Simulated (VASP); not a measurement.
# Mg3CdSe2O2 (P6/mmm) in VASP: notebook

The runs below take Mg3CdSe2O2 through relaxation of cell and atoms, with PBE.

Program: VASP 6.6.1. These are calculated values, not measurements. Logs are shortened: lines on timing, memory, paths and dates and some standing lists are left out, and cuts for length are marked.

## (1) The crystal as given

Symmetry: P6/mmm, No. 191, hexagonal system. The conventional cell has a = 6.103 Å, b = 6.103 Å, c = 5.487 Å, α = 90.00°, β = 90.00°, γ = 120.00°. Mg (site symmetry mmm) has 2 Se at 1.76 Å as nearest neighbours. Cd (site symmetry 6/mmm) has 2 O at 1.65 Å as nearest neighbours. Se (site symmetry -6m2) has 3 Mg at 1.76 Å as nearest neighbours. Around O (site symmetry 6mm) lie 1 Cd at 1.65 Å.

The cell was built by a generator and needn't be a form met in nature.

## (2) Relaxation of cell and atoms, PBE

Input file INCAR:

```
PREC = Normal
ENCUT = 520
EDIFF = 1E-4
ISMEAR = 0
SIGMA = 0.15
LREAL = False
LASPH = True
NELM = 60
ALGO = Fast
ISIF = 3
LWAVE = False
LCHARG = False
GGA = PE
IBRION = 2
NSW = 24
EDIFFG = -0.08
KPAR = 2
```

Input file KPOINTS:

```
regular mesh
0
Gamma
  3 3 3
```

Input file POSCAR:

```
Mg3CdSe2O2
1.0
    6.1027075700      0.0000000000      0.0000000000
   -3.0513537800      5.2850997900      0.0000000000
    0.0000000000      0.0000000000      5.4872672600
Mg Cd Se O
3 1 2 2
Direct
    0.5000000000      0.0000000000      0.5000000000
    0.0000000000      0.5000000000      0.5000000000
    0.5000000000      0.5000000000      0.5000000000
    0.0000000000      0.0000000000      0.0000000000
    0.3333333300      0.6666666700      0.5000000000
    0.6666666700      0.3333333300      0.5000000000
    0.0000000000      0.0000000000      0.3008990000
    0.0000000000      0.0000000000      0.6991010000
```

Potentials or basis: VASP PAW PBE potentials, release 64 (Mg, Cd, Se, O).

Command:

```bash
$ cat potpaw_PBE.64/Mg/POTCAR potpaw_PBE.64/Cd/POTCAR potpaw_PBE.64/Se/POTCAR potpaw_PBE.64/O/POTCAR > POTCAR
$ mpirun -np 2 vasp_std > vasp.out
```

OUTCAR:

```text
PREC = Normal
   ENCUT = 520
   EDIFF = 1E-4
   ISMEAR = 0
   LREAL = False
   LASPH = True
   NELM = 60
   ISIF = 3
   GGA = PE
   IBRION = 2
   NSW = 24
   EDIFFG = -0.08

 ion  position               nearest neighbor table
   1  0.500  0.000  0.500-   5 1.76   6 1.76   3 3.05   3 3.05   2 3.05   2 3.05
   2  0.000  0.500  0.500-   5 1.76   6 1.76   3 3.05   3 3.05   1 3.05   1 3.05
   3  0.500  0.500  0.500-   5 1.76   6 1.76   1 3.05   1 3.05   2 3.05   2 3.05
   4  0.000  0.000  0.000-   7 1.65   8 1.65
   5  0.333  0.667  0.500-   1 1.76   2 1.76   3 1.76
   6  0.667  0.333  0.500-   1 1.76   2 1.76   3 1.76
   7  0.000  0.000  0.301-   4 1.65
   8  0.000  0.000  0.699-   4 1.65

  LATTYP: Found a hexagonal cell.
 ALAT       =     6.1027075700
 C/A-ratio  =     0.8991529083

  Lattice vectors:

 A1 = (   6.1027075700,   0.0000000000,   0.0000000000)
 A2 = (  -3.0513537800,   5.2850997900,   0.0000000000)
 A3 = (   0.0000000000,   0.0000000000,   5.4872672600)

Analysis of symmetry for initial positions (statically):
=====================================================================
 Subroutine PRICEL returns:
 Original cell was already a primitive cell.

 Routine SETGRP: Setting up the symmetry group for a
 hexagonal supercell.

 Subroutine GETGRP returns: Found 24 space group operations
 (whereof 24 operations were pure point group operations)
 out of a pool of 24 trial point group operations.

The static configuration has the point symmetry D_6h.

Analysis of symmetry for dynamics (positions and initial velocities):
=====================================================================
 Subroutine PRICEL returns:
 Original cell was already a primitive cell.

 Routine SETGRP: Setting up the symmetry group for a
 hexagonal supercell.

 Subroutine GETGRP returns: Found 24 space group operations
 (whereof 24 operations were pure point group operations)
 out of a pool of 24 trial point group operations.

The dynamic configuration has the point symmetry D_6h.

 Subroutine INISYM returns: Found 24 space group operations
 (whereof 24 operations are pure point group operations),
 and found     1 'primitive' translations

----------------------------------------------------------------------------------------

                                     Primitive cell

  volume of cell :     176.9831

  direct lattice vectors                    reciprocal lattice vectors
     6.102707570  0.000000000  0.000000000     0.163861694  0.094605593  0.000000000
    -3.051353780  5.285099790  0.000000000     0.000000000  0.189211186  0.000000000
     0.000000000  0.000000000  5.487267260     0.000000000  0.000000000  0.182240076

  length of vectors
     6.102707570  6.102707570  5.487267260     0.189211186  0.189211186  0.182240076

  position of ions in fractional coordinates (direct lattice)
     0.500000000  0.000000000  0.500000000
     1.000000000  0.500000000  0.500000000
     0.500000000  0.500000000  0.500000000
     0.000000000  0.000000000  0.000000000
     0.333333330  0.666666670  0.500000000
     0.666666670  0.333333330  0.500000000
     0.000000000  0.000000000  0.300899000
     0.000000000  0.000000000  0.699101000

  ion indices of the primitive-cell ions
   primitive index   ion index
                 1           1
                 2           2
                 3           3
                 4           4
                 5           5
                 6           6
                 7           7
                 8           8

----------------------------------------------------------------------------------------

 KPOINTS: regular mesh

Automatic generation of k-mesh.
 Grid dimensions read from file:
 generate k-points for:    3    3    3

 Generating k-lattice:

  Cartesian coordinates                     Fractional coordinates (reciprocal lattice)
     0.054620565  0.031535198  0.000000000     0.333333333 -0.000000000  0.000000000
     0.000000000  0.063070395  0.000000000     0.000000000  0.333333333  0.000000000
     0.000000000  0.000000000  0.060746692     0.000000000  0.000000000  0.333333333

  Length of vectors
     0.063070395  0.063070395  0.060746692

  Shift w.r.t. Gamma in fractional coordinates (k-lattice)
     0.000000000  0.000000000  0.000000000

 Subroutine IBZKPT returns following result:
 ===========================================

 Found      6 irreducible k-points:

 Following reciprocal coordinates:
            Coordinates               Weight
  0.000000  0.000000  0.000000      1.000000
  0.333333  0.000000  0.000000      6.000000
  0.333333  0.333333  0.000000      2.000000
  0.000000  0.000000  0.333333      2.000000
  0.333333  0.000000  0.333333     12.000000
  0.333333  0.333333  0.333333      4.000000
   k-points           NKPTS =      6   k-points in BZ     NKDIM =      6   number of bands    NBANDS=     26
   number of dos      NEDOS =    301   number of ions     NIONS =      8
   total plane-waves  NPLWV =  41472
   dimension x,y,z NGX =    36 NGY =   36 NGZ =   32
   dimension x,y,z NGXF=    72 NGYF=   72 NGZF=   64
   ions per type =               3   1   2   2
   NGX,Y,Z   is equivalent  to a cutoff of   9.81,  9.81,  9.69 a.u.
   NGXF,Y,Z  is equivalent  to a cutoff of  19.61, 19.61, 19.39 a.u.
 SYSTEM =  unknown system
   PREC   = normal    normal or accurate (medium, high low for compatibility)
   ISTART =      0    job   : 0-new  1-cont  2-samecut
   ICHARG =      2    charge: 1-file 2-atom 10-const
   ISPIN  =      1    spin polarized calculation?
   LNONCOLLINEAR =      F non collinear calculations
   LSORBIT =      F    spin-orbit coupling
   LASPH  =      T    aspherical Exc in radial PAW
   ENCUT  =  520.0 eV  38.22 Ry    6.18 a.u.  11.35 11.35 10.20*2*pi/ulx,y,z
   NELM   =     60;   NELMIN=  2; NELMDL= -5     # of ELM steps
   EDIFF  = 0.1E-03   stopping-criterion for ELM
   LREAL  =      F    real-space projection
   EDIFFG = -.8E-01   stopping-criterion for IOM
   NSW    =     24    number of steps for IOM
   IBRION =      2    ionic relax: 0-MD 1-quasi-New 2-CG
   NFREE  =      1    steps in history (QN), initial steepest desc. (CG)
   ISIF   =      3    stress and relaxation
   ISYM   =      2    0-nonsym 1-usesym 2-fastsym
   POTIM  = 0.5000    time-step for ionic-motion
   TEBEG  =    0.0;   TEEND  =   0.0 temperature during run
   PSTRESS=    0.0 pullay stress
   NELECT =      42.0000    total number of electrons
   NUPDOWN=      -1.0000    fix difference up-down
   EMIN   =  10.00;   EMAX   =-10.00  energy-range for DOS
   EFERMI =   0.00;   METHOD = LEGACY
   ISMEAR =     0;   SIGMA  =   0.15  broadening in eV -4-tet -1-fermi 0-gaus
   EFERMI_NEDOS =   21; number of points for ismear=-14 and -15
   IALGO  =     68    algorithm
   IMIX   =      4    mixing-type and parameters
     AMIX     =   0.40;   BMIX     =  1.00
     AMIX_MAG =   1.60;   BMIX_MAG =  1.00
  volume/ion in A,a.u.               =      22.12       149.29
  Fermi-wavevector in a.u.,A,eV,Ry     =   1.013555  1.915341 13.977179  1.027294
  Thomas-Fermi vector in A             =   2.146731
   LORBIT       =      0    0 simple, 1 ext, 2 COOP (PROOUT), +10 PAW based schemes
   GGA     = PE    functional components
   LHFCALC =     F    Hartree Fock is set to
   AEXX    =    0.0000 exact exchange contribution
   IVDW    =     0    specifies the selected vdW correction
   LEPSILON=     F    determine dielectric tensor
   LRPA    =     F    only Hartree local field effects (RPA)
 conjugate gradient relaxation of ions
 non-spin polarized calculation
 RMM-DIIS sequential band-by-band and
 Gauss-broadening in eV      SIGMA  =   0.15
  energy-cutoff  :      520.00
  volume of cell :      176.98
 maximum number of plane-waves:      4797
   NGX = 23   NGY = 23   NGZ = 21

--------------------------------------- Ionic step        1  -------------------------------------------

 number of electron      41.9999986 magnetization

 Free energy of the ion-electron system (eV)
  ---------------------------------------------------
  ext. energy  EPLUGINS =         0.00000000
  ---------------------------------------------------
  free energy    TOTEN  =         5.67732239 eV

  energy without entropy =        5.67832577  energy(sigma->0) =        5.67782408

------------------------ aborting loop because EDIFF is reached ----------------------------------------

  FORCE on cell =-STRESS in cart. coord.  units (eV):
  Direction    XX          YY          ZZ          XY          YZ          ZX
  --------------------------------------------------------------------------------------
  -------------------------------------------------------------------------------------
  Total      101.0357533    101.0357534     56.2076389      0.0000001      0.0000000      0.0000000
  in kB      914.6476044    914.6476053    508.8315832      0.0000009      0.0000000      0.0000000
  external PRESSURE =     779.3755976 kB  Pullay stress =       0.0000000 kB
[... 69 lines left out ...]
  energy  without entropy=       -7.7398101880  energy(sigma->0) =       -7.82332840

--------------------------------------- Ionic step        3  -------------------------------------------

 number of electron      42.0000010 magnetization

------------------------ aborting loop EDIFF was not reached (unconverged)  ----------------------------

  FORCE on cell =-STRESS in cart. coord.  units (eV):
  Direction    XX          YY          ZZ          XY          YZ          ZX
  --------------------------------------------------------------------------------------
  -------------------------------------------------------------------------------------
  Total        0.5821373      0.5821373     -2.6439340      0.0000000     -0.0000000      0.0000000
  in kB        2.6400304      2.6400304    -11.9904117      0.0000000     -0.0000000      0.0000000
  external PRESSURE =      -2.2367837 kB  Pullay stress =       0.0000000 kB

 VOLUME and BASIS-vectors are now :
 -----------------------------------------------------------------------------
  energy-cutoff  :      520.00
  volume of cell :      353.29
      direct lattice vectors                 reciprocal lattice vectors
     7.970394030  0.000000002  0.000000000     0.125464312  0.072436854 -0.000000000
    -3.985197007  6.902563712 -0.000000000    -0.000000000  0.144873708 -0.000000000
     0.000000000  0.000000000  6.421505808    -0.000000000  0.000000000  0.155726714
[... 14 lines left out ...]
  FREE ENERGIE OF THE ION-ELECTRON SYSTEM (eV)
  ---------------------------------------------------
  free  energy   TOTEN  =        80.3984743324 eV

  energy  without entropy=       80.4448639467  energy(sigma->0) =       80.42166914

 E-fermi :  -0.0120     XC(G=0):  -5.7879

 val. band max:       -0.0722569310   @ k =   0.3333   0.3333   0.0000
 cond. band min:       0.1025652740   @ k =   0.3333   0.0000   0.3333
 fundamental gap:      0.1748222050
 Fermi energy:        -0.0119992011

 k-point     1 :       0.0000    0.0000    0.0000
  band No.  band energies     occupation
      1     -18.5990      2.00000
      2     -15.0208      2.00000
      3     -14.7736      2.00000
      4     -14.7123      2.00000
      5      -7.9694      2.00000
      6      -7.7723      2.00000
[... 163 lines left out ...]
     25       1.6047      0.00000
     26       2.5462      0.00000

[... ionic steps 4 to 15 ...]

--------------------------------------- Ionic step       16  -------------------------------------------

 number of electron      41.9999994 magnetization

------------------------ aborting loop because EDIFF is reached ----------------------------------------

  FORCE on cell =-STRESS in cart. coord.  units (eV):
  Direction    XX          YY          ZZ          XY          YZ          ZX
  --------------------------------------------------------------------------------------
  -------------------------------------------------------------------------------------
  Total        0.2283747      0.2283747     -0.5489336      0.0000000     -0.0000000      0.0000000
  in kB        1.1377173      1.1377173     -2.7346772      0.0000000     -0.0000000      0.0000000
  external PRESSURE =      -0.1530809 kB  Pullay stress =       0.0000000 kB
[... 69 lines left out ...]
  energy  without entropy=      -20.5085775437  energy(sigma->0) =      -20.51593601

--------------------------------------- Ionic step       18  -------------------------------------------

 number of electron      42.0000005 magnetization

 Free energy of the ion-electron system (eV)
  ---------------------------------------------------
  ext. energy  EPLUGINS =         0.00000000
  ---------------------------------------------------
  free energy    TOTEN  =       -20.52653785 eV

  energy without entropy =      -20.51252874  energy(sigma->0) =      -20.51953330

 E-fermi :   0.2374     XC(G=0):  -6.0450

 val. band max:        0.0245806825   @ k =   0.3333   0.0000   0.0000
 cond. band min:       0.4350322908   @ k =   0.3333   0.0000   0.3333
 fundamental gap:      0.4104516083
 Fermi energy:         0.2374282910

 k-point     1 :       0.0000    0.0000    0.0000
  band No.  band energies     occupation
      1     -17.3910      2.00000
      2     -15.2729      2.00000
      3     -14.7028      2.00000
      4     -14.4594      2.00000
      5      -8.1989      2.00000
      6      -7.5167      2.00000
[... 198 lines left out ...]
  FREE ENERGIE OF THE ION-ELECTRON SYSTEM (eV)
  ---------------------------------------------------
  free  energy   TOTEN  =       -20.5265378494 eV

  energy  without entropy=      -20.5125287418  energy(sigma->0) =      -20.51953330

 reached required accuracy - stopping structural energy minimisation
```

Run time: 3.7 min. Hardware: 2 MPI ranks of Intel Xeon Platinum 8488C (Sapphire Rapids), shared host; peak memory 0.22 GiB.

What came out:

```
Free energy                            : -20.5265 eV
Relaxed volume                         : 40.21 Å³/atom
Relaxed cell                           : a = 7.949 Å, b = 7.949 Å, c = 5.879 Å, α = 90.00°, β = 90.00°, γ = 120.00°
Space group after relaxing (to 0.05 Å) : P6/mmm (No. 191)
Energy gained by relaxing              : 3275.5 meV/atom
Ionic steps                            : 18
Pressure after relaxing                : 0.1 GPa
Largest force after relaxing           : 0.031 eV/Å
Band gap on the k mesh                 : none (metal or under the smearing width)
```

Forces on the atoms (eV/Å):
```
Mg   0.000  0.000  0.000
Mg   0.000  0.000  0.000
Mg   0.000  0.000  0.000
Cd   0.000  0.000  0.000
Se   0.000  0.000  0.000
Se   0.000  0.000  0.000
O    0.000  0.000 -0.031
O    0.000  0.000  0.031
```

The path:
```csv
step,energy change (eV),largest force (eV/Å),pressure (GPa),volume (Å³)
1,0.0000,12.9525,77.94,176.98
2,-13.5842,2.7834,-11.42,613.70
3,74.7212,5.1430,-0.22,353.29
4,-19.0800,0.4434,0.26,344.66
5,-25.5097,0.4710,-1.60,348.77
6,-25.8243,0.1134,-1.19,340.52
7,-25.8785,0.8184,-0.87,336.20
8,-25.9909,0.9139,-0.23,324.94
9,-26.0571,0.8453,1.00,311.44
10,-26.1122,0.5380,0.95,310.41
11,-26.1330,0.1479,1.13,309.15
12,-26.1338,0.2632,1.08,309.39
13,-26.1657,0.2709,0.46,314.88
14,-26.1761,0.2816,-0.21,321.03
15,-26.1861,0.2586,-0.21,321.18
16,-26.2005,0.1849,-0.02,321.61
17,-26.2006,0.1588,0.00,321.64
18,-26.2039,0.0310,0.05,321.69
```

Final structure:
```
CELL_PARAMETERS angstrom
7.94888 0.00000 0.00000
-3.97444 6.88393 0.00000
0.00000 0.00000 5.87883
ATOMIC_POSITIONS crystal
Mg 0.50000 0.00000 0.50000
Mg 0.00000 0.50000 0.50000
Mg 0.50000 0.50000 0.50000
Cd 0.00000 0.00000 0.00000
Se 0.33333 0.66667 0.50000
Se 0.66667 0.33333 0.50000
O 0.00000 0.00000 0.34098
O 0.00000 0.00000 0.65902
```

Levels at points of the mesh, in eV from the Fermi level:
| k point | band 19 | band 20 | band 21 | band 22 | band 23 | band 24 |
| --- | --- | --- | --- | --- | --- | --- |
| (0.00, 0.00, 0.00) | -0.92 | -0.23 | -0.22 | 0.53 | 1.92 | 1.92 |

Caveat: the k mesh is coarse (spacing up to 0.40 Å⁻¹), so the values aren't converged; the volume moved by over 15 % at a fixed basis, so the end points are rough; the relaxation stopped at a loose force limit of 0.08 eV/Å, so its end isn't a converged minimum.

## (3) Relaxation of cell and atoms, PBE

This run uses another cell than the first one, of 20.65 Å³/atom, 0.933 times its volume.

INCAR is that of step 2.

Input file KPOINTS:

```
regular mesh
0
Gamma
  3 3 2
```

Input file POSCAR:

```
Mg3CdSe2O2
1.0
    4.6708703100      0.0000000000      0.0000000000
    0.0000000000      4.6708703100      0.0000000000
    0.0000000000      0.0000000000      7.5721169800
Mg Cd Se O
3 1 2 2
Direct
    0.0000000000      0.5000000000      0.0000000000
    0.5000000000      0.0000000000      0.0000000000
    0.5000000000      0.5000000000      0.5000000000
    0.5000000000      0.5000000000      0.0000000000
    0.5000000000      0.5000000000      0.2612384600
    0.5000000000      0.5000000000      0.7387615400
    0.0000000000      0.0000000000      0.0000000000
    0.0000000000      0.0000000000      0.5000000000
```

Potentials or basis: VASP PAW PBE potentials, release 64 (Mg, Cd, Se, O).

Command:

```bash
$ cat potpaw_PBE.64/Mg/POTCAR potpaw_PBE.64/Cd/POTCAR potpaw_PBE.64/Se/POTCAR potpaw_PBE.64/O/POTCAR > POTCAR
$ mpirun -np 2 vasp_std > vasp.out
```

Run time: 92 s. Hardware: 2 MPI ranks of Intel Xeon Platinum 8488C (Sapphire Rapids), shared host; peak memory 0.2 GiB.

Results (log left out):

```
Free energy                            : -20.1791 eV
Relaxed volume                         : 28.01 Å³/atom
Relaxed cell                           : a = 4.787 Å, b = 4.787 Å, c = 9.778 Å, α = 90.00°, β = 90.00°, γ = 90.00°
Space group after relaxing (to 0.05 Å) : P4/mmm (No. 123)
Energy gained by relaxing              : 1496.7 meV/atom
Ionic steps                            : 8
Pressure after relaxing                : -0.1 GPa
Largest force after relaxing           : 0.043 eV/Å
Band gap on the k mesh                 : none (metal or under the smearing width)
```

Forces on the atoms (eV/Å):
```
Mg   0.000  0.000  0.000
Mg   0.000  0.000  0.000
Mg   0.000  0.000  0.000
Cd   0.000  0.000  0.000
Se   0.000  0.000 -0.043
Se   0.000  0.000  0.043
O    0.000  0.000  0.000
O    0.000  0.000  0.000
```

Stress tensor (GPa, compression positive):
```
-0.16  0.00  0.00
 0.00 -0.16  0.00
 0.00  0.00  0.07
```

Step by step:
```tsv
step	energy change (eV)	largest force (eV/Å)	pressure (GPa)	volume (Å³)
1	0.0000	2.4211	40.73	165.20
2	-4.6642	0.3246	-10.56	297.29
3	-11.8086	0.9810	-0.94	224.66
4	-11.8725	0.9462	-0.21	221.48
5	-11.8984	0.9011	0.82	217.58
6	-11.8973	0.9082	0.55	218.65
7	-11.9675	0.2925	0.14	222.56
8	-11.9737	0.0435	-0.08	224.04
```

Final structure:
```cif
data_structure
_symmetry_space_group_name_H-M 'P 1'
_symmetry_Int_Tables_number 1
_cell_length_a 4.7867
_cell_length_b 4.7867
_cell_length_c 9.7780
_cell_angle_alpha 90.000
_cell_angle_beta 90.000
_cell_angle_gamma 90.000
_cell_volume 224.04
loop_
_atom_site_label
_atom_site_type_symbol
_atom_site_fract_x
_atom_site_fract_y
_atom_site_fract_z
_atom_site_occupancy
Mg1 Mg 0.00000 0.50000 0.00000 1
Mg2 Mg 0.50000 0.00000 0.00000 1
Mg3 Mg 0.50000 0.50000 0.50000 1
Cd1 Cd 0.50000 0.50000 0.00000 1
Se1 Se 0.50000 0.50000 0.24564 1
Se2 Se 0.50000 0.50000 0.75436 1
O1 O 0.00000 0.00000 0.00000 1
O2 O 0.00000 0.00000 0.50000 1
```

Levels at points of the mesh, in eV from the Fermi level:
```
           k point  band 19  band 20  band 21  band 22  band 23  band 24
(0.00, 0.00, 0.00)    -1.11    -0.21    -0.21    -0.11     1.92     1.92
(0.00, 0.00, 0.50)    -0.35    -0.16    -0.16     0.22     1.66     1.96
```

Caveat: the k mesh is coarse (spacing up to 0.45 Å⁻¹), so the values aren't converged; the volume moved by over 15 % at a fixed basis, so the end points are rough; the relaxation stopped at a loose force limit of 0.08 eV/Å, so its end isn't a converged minimum.
